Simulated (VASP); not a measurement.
**ZrN (space group Fm-3m): computed properties**

These are LDA (Ceperley-Alder, Perdew-Zunger), VASP's LDA PAW potentials (set 64) (plane waves; VASP) values and carry that method's errors.

For ZrN, the space group comes out as Fm-3m (225) and the cell is a = 4.528 Å, b = 4.528 Å, c = 4.528 Å, α = 90.00°, β = 90.00°, γ = 90.00°. The volume per atom is 11.61 Å³/atom. The band gap (over mesh and band path) comes out as none (metal, semimetal or under 0.01 eV) and the Hill bulk modulus is 284 GPa. The Hill shear modulus comes out as 170 GPa and the Poisson's ratio is 0.251. The band gap with spin-orbit coupling is none (metallic) and the density is 7.53 g/cm³. The optical Γ-point spectrum is 514 (×3) cm⁻¹, the C11 is 617 GPa and the C12 is 117 GPa. The C44 is 130 GPa.

```cif
data_N4Zr4
_chemical_formula_sum 'Zr4 N4'
_space_group_name_H-M_alt 'Fm-3m'
_space_group_IT_number 225
_space_group_name_Hall '-F 4 2 3'
_cell_length_a 4.52849
_cell_length_b 4.52849
_cell_length_c 4.52849
_cell_angle_alpha 90.000
_cell_angle_beta 90.000
_cell_angle_gamma 90.000
loop_
_atom_site_label
_atom_site_type_symbol
_atom_site_symmetry_multiplicity
_atom_site_Wyckoff_symbol
_atom_site_fract_x
_atom_site_fract_y
_atom_site_fract_z
_atom_site_occupancy
Zr1 Zr 4 b 0.50000 0.50000 0.50000 1
N1 N 4 a 0.00000 0.00000 0.00000 1
```
(The calculation used a cell of 2 atoms; values per cell refer to that cell.)

Finite-difference elastic constants of metals are sensitive to mesh and smearing; shear constants can be off by tens of GPa.

The structure comes from a computed database's ZrN entry (Fm-3m); how it stands against other phases isn't given here. It was relaxed first. Symmetry was kept, so distortions that lower it aren't found. The electron count is odd and the run is not spin-polarised, which forces a metal.
